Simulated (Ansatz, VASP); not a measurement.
## Cross-check of Pt (Pt(110)) between VASP and Ansatz

Wanted: the spread between two codes on one cell, functional and k mesh.

Method: plane waves, with VASP 6.6.1 beside it; band structure at LDA, in Ansatz 0.2.0.

## (1) The starting structure

The cell holds 7 atoms: 7 Pt. Cell: a = 3.920 Å, b = 2.772 Å, c = 26.316 Å, α = 90.0°, β = 90.0°, γ = 90.0°. Vacuum lies along c.

## (2) VASP: band structure, LDA

With cell and atoms fixed, the geometry can't cause a difference; cores, projectors, grids and the points listed under the comparison can.

Lines of VASP's logs that name or quote its potential files are left out, and so is its time.

Contents of INCAR:

```
SYSTEM = Pt
PREC = Normal
ENCUT = 300
EDIFF = 1E-06
NELM = 120
ISMEAR = -1
SIGMA = 0.1
LREAL = .FALSE.
ALGO = Fast
GGA = CA
NBANDS = 54
LORBIT = 11
LWAVE = .FALSE.
LCHARG = .TRUE.
IDIPOL = 3
LDIPOL = .TRUE.
DIPOL = 0.5 0.5 0.5
LVHAR = .TRUE.
LVACPOTAV = .TRUE.
LELF = .TRUE.
NEDOS = 1500
```

Contents of POSCAR:

```
Pt
1.0
    3.9200000000      0.0000000000      0.0000000000
    0.0000000000      2.7718585823      0.0000000000
    0.0000000000      0.0000000000     26.3155757468
Pt
7
Direct
    0.0000000000      0.0000000000      0.3420027776
    0.5000000000      0.5000000000      0.3946685184
    0.0000000000      0.0000000000      0.4473342592
    0.5000000000      0.5000000000      0.5000000000
    0.0000000000      0.0000000000      0.5526657408
    0.5000000000      0.5000000000      0.6053314816
    0.0000000000      0.0000000000      0.6579972224
```

Contents of KPOINTS:

```
Automatic mesh
0
Gamma
11 15 1
0 0 0
```

Contents of KPOINTS_OPT:

```
Line mode
14
Line-mode
Reciprocal
  0.00000000   0.00000000   0.00000000 GAMMA
 -0.50000000   0.00000000   0.00000000 X

 -0.50000000   0.00000000   0.00000000 X
 -0.50000000  -0.50000000   0.00000000 S

 -0.50000000  -0.50000000   0.00000000 S
  0.00000000  -0.50000000   0.00000000 Y

  0.00000000  -0.50000000   0.00000000 Y
  0.00000000   0.00000000   0.00000000 GAMMA

  0.00000000   0.00000000   0.00000000 GAMMA
 -0.50000000  -0.50000000   0.00000000 S
```

Potentials, in the order of the species: Pt (LDA family, release 64).

The run is started by

```
> mpirun -np 2 vasp_std
```

Numbers of over 12 decimals in the logs are rounded to 6 here.

What it wrote:

```text
[banner, memory and clock lines left out]
running    2 mpi-ranks, on    1 nodes
 distrk:  each k-point on    2 cores,    1 groups
 distr:  one band on    1 cores,    2 groups

 POSCAR found type information on POSCAR Pt
 POSCAR found :  1 types and       7 ions
 LDA part: xc-table for (Slater(with rela. corr.)+CA(PZ))
 , standard interpolation
 POSCAR, INCAR and KPOINTS ok, starting setup
 FFT: planning ... GRIDC
 FFT: planning ... GRID_SOFT
 FFT: planning ... GRID
 WAVECAR not read
 entering main loop
       N       E                     dE             d eps       ncg     rms          rms(c)
DAV:   1     0.324754849501E+03    0.32475E+03   -0.23161E+04  5288   0.717E+02
DAV:   2    -0.360914288962E+02   -0.36085E+03   -0.33359E+03  6318   0.199E+02
DAV:   3    -0.519517953919E+02   -0.15860E+02   -0.15242E+02  5958   0.406E+01
DAV:   4    -0.522129377288E+02   -0.26114E+00   -0.26082E+00  6188   0.553E+00
DAV:   5    -0.522185257040E+02   -0.55880E-02   -0.55872E-02  6040   0.791E-01    0.300E+01
RMM:   6    -0.527074144919E+02   -0.48889E+00   -0.71917E+00  5777   0.107E+01    0.272E+01
RMM:   7    -0.561794718047E+02   -0.34721E+01   -0.87689E+00  6189   0.956E+00    0.222E+01
RMM:   8    -0.534138421516E+02    0.27656E+01   -0.55347E+00  5536   0.817E+00    0.158E+01
RMM:   9    -0.495870830793E+02    0.38268E+01   -0.28104E+00  5348   0.594E+00    0.594E+00
RMM:  10    -0.493370667239E+02    0.25002E+00   -0.12435E+00  5526   0.368E+00    0.510E+00
RMM:  11    -0.491769401910E+02    0.16013E+00   -0.27802E-01  5597   0.188E+00    0.283E+00
RMM:  12    -0.491802817988E+02   -0.33416E-02   -0.86037E-02  5355   0.102E+00    0.212E+00
RMM:  13    -0.491380665377E+02    0.42215E-01   -0.23335E-02  5703   0.563E-01    0.589E-01
RMM:  14    -0.491356958673E+02    0.23707E-02   -0.52792E-03  5916   0.229E-01    0.511E-01
[...]
RMM:  19    -0.491335136119E+02   -0.69418E-04   -0.12219E-05  5756   0.962E-03    0.229E-02
RMM:  20    -0.491335607262E+02   -0.47114E-04   -0.65351E-06  5382   0.719E-03    0.932E-03
RMM:  21    -0.491335866618E+02   -0.25936E-04   -0.26483E-06  4988   0.527E-03    0.106E-02
RMM:  22    -0.491336009200E+02   -0.14258E-04   -0.14901E-06  4823   0.285E-03    0.414E-03
RMM:  23    -0.491336057724E+02   -0.48524E-05   -0.32114E-07  4232   0.149E-03    0.122E-03
RMM:  24    -0.491336084665E+02   -0.26942E-05   -0.13313E-07  3532   0.108E-03    0.185E-03
RMM:  25    -0.491336094884E+02   -0.10218E-05   -0.66573E-08  3492   0.993E-04    0.737E-04
RMM:  26    -0.491336099939E+02   -0.50552E-06   -0.21809E-08  2852   0.737E-04
|                                                                             |
|           W    W    AA    RRRRR   N    N  II  N    N   GGGG   !!!           |
|           W    W   A  A   R    R  NN   N  II  NN   N  G    G  !!!           |
|           W    W  A    A  R    R  N N  N  II  N N  N  G       !!!           |
|           W WW W  AAAAAA  RRRRR   N  N N  II  N  N N  G  GGG   !            |
|           WW  WW  A    A  R   R   N   NN  II  N   NN  G    G                |
|           W    W  A    A  R    R  N    N  II  N    N   GGGG   !!!           |
|                                                                             |
|     Did not find any points to average over, which means that no vacuum     |
|     field-free region was found. Please increase the size of  your cell     |
|     in the dimension of the dipole correction to obtain accurate            |
|     workfunction values.                                                    |
|                                                                             |

   1 F= -.49133610E+02 E0= -.48920848E+02  d E =-.425523E+00
 Start KPOINTS_OPT (optional k-point list driver)
k-point batch [1-48\70]
       N       E                     dE             ncg
DAV:   1     0.878612093108E+04   -0.64099E+05     5368
DAV:   2    -0.825117306918E+04   -0.17037E+05     6430
DAV:   3    -0.896893795755E+04   -0.71776E+03     5960
DAV:   4    -0.898104559379E+04   -0.12108E+02     6308
DAV:   5    -0.898130892146E+04   -0.26333E+00     6022
DAV:   6    -0.898131956931E+04   -0.10648E-01     6506
DAV:   7    -0.898131999280E+04   -0.42349E-03     5788
DAV:   8    -0.898132001349E+04   -0.20688E-04     5310
DAV:   9    -0.898132001444E+04   -0.95007E-06     3686
k-point batch [49-70\70]
       N       E                     dE             ncg
DAV:   1     0.590640318806E+05   -0.15514E+05     2424
DAV:   2     0.509664650961E+05   -0.80976E+04     2824
DAV:   3     0.506452919194E+05   -0.32117E+03     2722
DAV:   4     0.506400783424E+05   -0.52136E+01     2968
DAV:   5     0.506399759246E+05   -0.10242E+00     2762
DAV:   6     0.506399719707E+05   -0.39539E-02     3022
DAV:   7     0.506399718168E+05   -0.15381E-03     2652
DAV:   8     0.506399718098E+05   -0.70053E-05     2342
DAV:   9     0.506399718095E+05   -0.31028E-06     1560
```

Parts of OUTCAR (step 2):

```text
ion  position               nearest neighbor table
   1  0.000  0.000  0.342-   2 2.77   2 2.77   2 2.77   2 2.77   3 2.77
   2  0.500  0.500  0.395-   3 2.77   3 2.77   3 2.77   3 2.77   1 2.77   1 2.77   1 2.77   1 2.77
                             4 2.77
   3  0.000  0.000  0.447-   2 2.77   2 2.77   2 2.77   2 2.77   4 2.77   4 2.77   4 2.77   4 2.77
                             1 2.77   5 2.77
   4  0.500  0.500  0.500-   3 2.77   5 2.77   3 2.77   5 2.77   3 2.77   5 2.77   3 2.77   5 2.77
                             2 2.77   6 2.77
   5  0.000  0.000  0.553-   6 2.77   6 2.77   6 2.77   6 2.77   4 2.77   4 2.77   4 2.77   4 2.77
                             7 2.77   3 2.77
   6  0.500  0.500  0.605-   5 2.77   5 2.77   5 2.77   5 2.77   7 2.77   7 2.77   7 2.77   7 2.77
                             4 2.77
   7  0.000  0.000  0.658-   6 2.77   6 2.77   6 2.77   6 2.77   5 2.77

  LATTYP: Found a simple orthorhombic cell.
 ALAT       =     2.7718585823
 B/A-ratio  =     1.4142135623
 C/A-ratio  =     9.4938377863

 Subroutine GETGRP returns: Found  8 space group operations
 (whereof  8 operations were pure point group operations)

The static configuration has the point symmetry D_2h.

 Found     48 irreducible k-points:

   k-points           NKPTS =     48   k-points in BZ     NKDIM =     48   number of bands    NBANDS=     54

   dimension x,y,z NGX =    18 NGY =   12 NGZ =  112
   dimension x,y,z NGXF=    36 NGYF=   24 NGZF=  224

   ENCUT  =  300.0 eV  22.05 Ry    4.70 a.u.   5.54  3.91 37.16*2*pi/ulx,y,z

   NELECT =      70.0000    total number of electrons

 k-points in reciprocal lattice and weights: Automatic mesh
   0.00000000  0.00000000  0.00000000       0.006
   0.09090909  0.00000000  0.00000000       0.012
   0.18181818  0.00000000  0.00000000       0.012
   0.27272727  0.00000000  0.00000000       0.012
   0.36363636  0.00000000  0.00000000       0.012
   0.45454545  0.00000000  0.00000000       0.012
   0.00000000  0.06666667  0.00000000       0.012
   0.09090909  0.06666667  0.00000000       0.024
   0.18181818  0.06666667  0.00000000       0.024
[...]
0.36363636  0.46666667  0.00000000       0.024
   0.45454545  0.46666667  0.00000000       0.024

 dipolmoment           0.000000      0.000000     -0.000000 electrons x Angstroem

 average (electrostatic) potential at core
       1 -72.7810       2 -73.5353       3 -73.7331       4 -73.6015       5 -73.7331
       6 -73.5353       7 -72.7810

 E-fermi :   0.5187

 k-point     1 :       0.0000    0.0000    0.0000
  band No.  band energies     occupation
    ...
     32      -0.2024      1.99852
     33       0.0477      1.98216
     34       0.0489      1.98195
     35       0.4055      1.51249
     36       0.4756      1.21239
     37       0.7001      0.28037
     38       0.7002      0.28019
     39       0.9630      0.02326
     40       2.3590      0.00000
     41       3.6153      0.00000
    ...

 k-point     2 :       0.0909    0.0000    0.0000
  band No.  band energies     occupation
    ...
     32      -0.1787      1.99813
     33      -0.1043      1.99607
     34       0.2563      1.86479
     35       0.2815      1.82945
     36       0.4274      1.42752
     37       0.7023      0.27514
     38       0.7446      0.18932
     39       0.8899      0.04770
     40       2.3534      0.00000
     41       3.0583      0.00000
    ...

 k-point     3 :       0.1818    0.0000    0.0000
  band No.  band energies     occupation
    ...
     32      -0.2314      1.99890
     33      -0.1248      1.99680
     34      -0.0205      1.99094
     35       0.3796      1.60173
     36       0.4691      1.24328
     37       0.7126      0.25171
     38       0.7245      0.22655
     39       0.7838      0.13192
     40       1.8467      0.00000
     41       2.4370      0.00000
    ...

  Total       -8.7897377    -11.7569014     -6.0870984     -0.0000000      0.0000000      0.0000000
  in kB      -49.2511625    -65.8769443    -34.1075791     -0.0000000      0.0000000      0.0000000
  external PRESSURE =     -49.7452286 kB  Pullay stress =       0.0000000 kB

  energy-cutoff  :      300.00
  volume of cell :      285.94
      direct lattice vectors                 reciprocal lattice vectors
     3.920000000  0.000000000  0.000000000     0.255102041  0.000000000  0.000000000
     0.000000000  2.771858582  0.000000000     0.000000000  0.360768766  0.000000000
     0.000000000  0.000000000 26.315575747     0.000000000  0.000000000  0.038000309

 POSITION                                       TOTAL-FORCE (eV/Angst)
 -----------------------------------------------------------------------------------
      0.00000      0.00000      9.00000         0.000000     -0.000000      1.320334
      1.96000      1.38593     10.38593         0.000000     -0.000000     -0.961412
      0.00000      0.00000     11.77186        -0.000000      0.000000     -0.024401
      1.96000      1.38593     13.15779         0.000000     -0.000000      0.000000
      0.00000      0.00000     14.54372        -0.000000     -0.000000      0.024401
      1.96000      1.38593     15.92965         0.000000     -0.000000      0.961412
      0.00000      0.00000     17.31558         0.000000     -0.000000     -1.320334
 -----------------------------------------------------------------------------------
    total drift:                                0.000000      0.000000      0.000000

  FREE ENERGIE OF THE ION-ELECTRON SYSTEM (eV)
  ---------------------------------------------------
  free  energy   TOTEN  =       -49.1336099939 eV

  energy  without entropy=      -48.7080867423  energy(sigma->0) =      -48.92084837

 vacuum level on the upper side and lower side of the slab         6.135         6.135

 total charge
# of ion       s       p       d       tot
------------------------------------------
    1        0.609   0.356   8.057   9.022
    2        0.634   0.572   8.001   9.207
    3        0.640   0.612   8.023   9.275
    4        0.641   0.606   8.055   9.301
    5        0.640   0.612   8.023   9.275
    6        0.634   0.572   8.001   9.207
    7        0.609   0.356   8.057   9.022
--------------------------------------------------
tot          4.407   3.684  56.217  64.308

[... 3 further parts left out ...]
```

(Continued in part 2 of 2.)

[Lines on the potential files, build, host, timing and source positions are cut from VASP's logs without a mark.]

[Logs are printed without paths, hosts, clocks, repeated set-up lines and the standing remarks that a program may print on its own settings, such as how far it seeks lower states.]

[Hosts, paths, dates, database ids (printed as entryN), source tags and the programs' standing remarks are cut or masked in the printed files.]
